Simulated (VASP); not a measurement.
OSZICAR of a VASP run on BBi (relaxed from the wurtzite structure, space group P6_3mc):

OSZICAR:
```
       N       E                     dE             d eps       ncg     rms          rms(c)
DAV:   1     0.377055812236E+03    0.37706E+03   -0.21088E+04  1056   0.222E+03
DAV:   2     0.148091493175E+02   -0.36225E+03   -0.35734E+03  1068   0.527E+02
DAV:   3    -0.198002476108E+02   -0.34609E+02   -0.34396E+02  1314   0.172E+02
DAV:   4    -0.209408717171E+02   -0.11406E+01   -0.11382E+01  1270   0.335E+01
DAV:   5    -0.209910085882E+02   -0.50137E-01   -0.50130E-01  1508   0.640E+00    0.563E+00
DAV:   6    -0.195146231227E+02    0.14764E+01   -0.44197E+00  1328   0.126E+01    0.216E+00
DAV:   7    -0.194430097615E+02    0.71613E-01   -0.54233E-01  1240   0.358E+00    0.107E+00
DAV:   8    -0.194304153973E+02    0.12594E-01   -0.63867E-02  1402   0.242E+00    0.169E-01
DAV:   9    -0.194293765063E+02    0.10389E-02   -0.71161E-03  1504   0.816E-01    0.723E-02
DAV:  10    -0.194295085637E+02   -0.13206E-03   -0.79050E-04  1406   0.259E-01    0.301E-02
DAV:  11    -0.194295168781E+02   -0.83144E-05   -0.16480E-04  1482   0.130E-01    0.653E-03
DAV:  12    -0.194295162290E+02    0.64905E-06   -0.94885E-06  1034   0.200E-02
   1 F= -.14645678E+02 E0= -.14645678E+02  d E =-.146457E+02
       N       E                     dE             d eps       ncg     rms          rms(c)
DAV:   1    -0.220211314075E+02   -0.25916E+01   -0.74207E+01  1314   0.129E+02    0.921E+00
DAV:   2    -0.194490102183E+02    0.25721E+01   -0.53647E+00  1314   0.426E+01    0.362E+00
DAV:   3    -0.190111108183E+02    0.43790E+00   -0.17527E+00  1408   0.217E+01    0.396E-01
DAV:   4    -0.190152317756E+02   -0.41210E-02   -0.10467E-01  1254   0.259E+00    0.216E-01
DAV:   5    -0.190170074967E+02   -0.17757E-02   -0.37143E-03  1476   0.687E-01    0.144E-01
DAV:   6    -0.190185886787E+02   -0.15812E-02   -0.35531E-03  1384   0.480E-01    0.394E-02
DAV:   7    -0.190186147402E+02   -0.26061E-04   -0.12137E-03  1336   0.187E-01    0.272E-02
DAV:   8    -0.190185664450E+02    0.48295E-04   -0.30166E-04  1226   0.840E-02    0.550E-03
DAV:   9    -0.190185676677E+02   -0.12227E-05   -0.12614E-05  1040   0.314E-02    0.188E-03
DAV:  10    -0.190185675638E+02    0.10391E-06   -0.12006E-06   776   0.144E-02
   2 F= -.14641211E+02 E0= -.14641211E+02  d E =0.446710E-02
       N       E                     dE             d eps       ncg     rms          rms(c)
DAV:   1    -0.200053153956E+02   -0.98675E+00   -0.20902E+01  1320   0.793E+01    0.438E+00
DAV:   2    -0.194018021580E+02    0.60351E+00   -0.11569E+00  1308   0.189E+01    0.187E+00
DAV:   3    -0.192781379821E+02    0.12366E+00   -0.54645E-01  1446   0.116E+01    0.220E-01
DAV:   4    -0.192781828777E+02   -0.44896E-04   -0.27495E-02  1312   0.176E+00    0.984E-02
DAV:   5    -0.192783149200E+02   -0.13204E-03   -0.25649E-03  1340   0.796E-01    0.963E-02
DAV:   6    -0.192783806546E+02   -0.65735E-04   -0.77962E-04  1124   0.227E-01    0.162E-02
DAV:   7    -0.192783844139E+02   -0.37593E-05   -0.20441E-04  1638   0.989E-02    0.136E-02
DAV:   8    -0.192783758203E+02    0.85936E-05   -0.39034E-05  1032   0.343E-02    0.561E-03
DAV:   9    -0.192783762208E+02   -0.40056E-06   -0.83431E-06  1258   0.270E-02
   3 F= -.14699822E+02 E0= -.14699822E+02  d E =-.541439E-01
       N       E                     dE             d eps       ncg     rms          rms(c)
DAV:   1    -0.192746121023E+02    0.37637E-02   -0.78550E-03  1320   0.146E+00    0.876E-02
DAV:   2    -0.192743690245E+02    0.24308E-03   -0.46425E-04  1308   0.379E-01    0.365E-02
DAV:   3    -0.192743231096E+02    0.45915E-04   -0.19810E-04  1398   0.225E-01    0.399E-03
DAV:   4    -0.192743245978E+02   -0.14882E-05   -0.10231E-05  1294   0.312E-02    0.197E-03
DAV:   5    -0.192743250179E+02   -0.42015E-06   -0.63979E-07   546   0.138E-02
   4 F= -.14699816E+02 E0= -.14699816E+02  d E =-.541373E-01
       N       E                     dE             d eps       ncg     rms          rms(c)
DAV:   1    -0.192741813099E+02    0.14329E-03   -0.16895E-02  1116   0.861E-01    0.255E-02
DAV:   2    -0.192742175674E+02   -0.36258E-04   -0.58064E-04  1706   0.268E-01    0.140E-02
DAV:   3    -0.192742107642E+02    0.68032E-05   -0.17038E-05  1510   0.468E-02    0.371E-03
DAV:   4    -0.192742106593E+02    0.10492E-06   -0.28506E-06   932   0.163E-02
   5 F= -.14699878E+02 E0= -.14699878E+02  d E =-.625834E-04
```

Which electronic solver shows in the log?

It is blocked Davidson (ALGO = Normal, or the opening steps of other solvers). The INCAR had ALGO = Normal.

Can the final energy be trusted as converged?

The run converged. It stopped with EDIFF = 1E-6, NELM = 100, NSW = 40 and EDIFFG = -0.02 after 5 ionic steps (PBEsol GGA, plane waves, VASP's PBE PAW potentials (set 64)). Energy and stress use the plane-wave basis of the starting cell.

The structure was generated: BBi was put into the wurtzite type (P6_3mc), which need not be its known phase. This run relaxes it under an external pressure of 10 GPa. Symmetry was kept, so distortions that lower it aren't found.
